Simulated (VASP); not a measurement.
Given:

```
RuSe
1.0
    3.74104     0.00000     0.00000
   -1.87052     3.23984     0.00000
    0.00000     0.00000     6.83443
Ru Se
2 2
Cartesian
  0.00000   2.15989   0.05635
  1.87052   1.07994   3.47357
  0.00000   2.15989   2.50656
  1.87052   1.07994   5.92378
```

Level of theory: PBE GGA, VASP's PBE PAW potentials (set 64) (plane waves; VASP). Settings: 400 eV cut-off, 11×11×5 Γ-centred mesh, tetrahedra with Blöchl corrections, potentials Ru_pv Se.

The cores are frozen, which limits the accuracy of field gradients.

Q: Give the principal components of the electric field gradient (V/Å²) and the asymmetry η at each nucleus.

A: 
```
atom   Vxx   Vyy    Vzz     η
----  ----  ----  -----  ----
Ru1   15.3  15.3  -30.6  0.00
Ru2   15.3  15.3  -30.6  0.00
Se3   -0.1  -0.1    0.2     -
Se4   -0.1  -0.1    0.2     -
```

The structure was generated: RuSe was put into the wurtzite type (P6_3mc), which need not be its known phase. It was relaxed first, which changed the volume by -29 %.
